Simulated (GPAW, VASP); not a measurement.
An input for GPAW (PBE, GPAW PAW datasets PBE (gpaw-data 1.0.1)):

```
from ase import Atoms
from ase.units import GPa
from gpaw import GPAW, PW, FermiDirac

atoms = Atoms(['La', 'La', 'La', 'La'],
              cell=[[1.885000, -3.264916, 0.000000],
                    [1.885000, 3.264916, 0.000000],
                    [0.000000, 0.000000, 12.160000]],
              positions=[[0.000000, 0.000000, 6.080000],
                         [0.000000, 0.000000, 0.000000],
                         [1.885000, 1.088305, 3.040000],
                         [1.885000, -1.088305, 9.120000]],
              pbc=True)

calc = GPAW(mode=PW(850),
            xc='PBE',
            kpts={'size': (7, 7, 2), 'gamma': True},
            occupations=FermiDirac(0.1),
            nbands=-10,
            convergence={'density': 1e-05, 'energy': 1e-05},
            symmetry={'symmorphic': False, 'tolerance': 0.0005},
            maxiter=100,
            txt='-')

atoms.calc = calc

energy = atoms.get_potential_energy()
print('Energy (eV):', round(energy, 6))
forces = atoms.get_forces()
print('Forces (eV/Ang):')
print(forces.round(5))
stress = atoms.get_stress()
print('Stress (GPa, Voigt):', (stress / GPa).round(4))
```

Translate it to VASP.

One set of files that does it:

**INCAR**
```
SYSTEM  =  La
PREC  =  Accurate; ENCUT  =  300; LREAL  =  .FALSE.
LASPH  =  .TRUE.
EDIFF  =  1E-6; NELM  =  100; ALGO  =  Normal
LMAXMIX  =  6
ISMEAR  =  -1; SIGMA  =  0.1
GGA  =  PE
ISIF  =  2
LWAVE  =  .FALSE.; LCHARG  =  .FALSE.
```

POSCAR:
```
La
1
    1.8850000000    -3.2649160000     0.0000000000
    1.8850000000     3.2649160000     0.0000000000
    0.0000000000     0.0000000000    12.1600000000
La
4
Direct
  0.0000000000   0.0000000000   0.5000000000
  0.0000000000   0.0000000000   0.0000000000
  0.3333330000   0.6666670000   0.2500000000
  0.6666670000   0.3333330000   0.7500000000
```

KPOINTS:
```
Automatic mesh
0
Gamma
7 7 2
0 0 0
```

POTCAR, in this order: La (PBE.64 set). Program: vasp_std.

Both inputs were run and reached self-consistency, which says nothing on mesh or cut-off. Potentials, basis and cut-offs are each code's own, so they don't translate, and total energies aren't comparable.

The structure is a typed La crystal (P6_3/mmc). The cell was not relaxed at this level, and it may have been scaled.
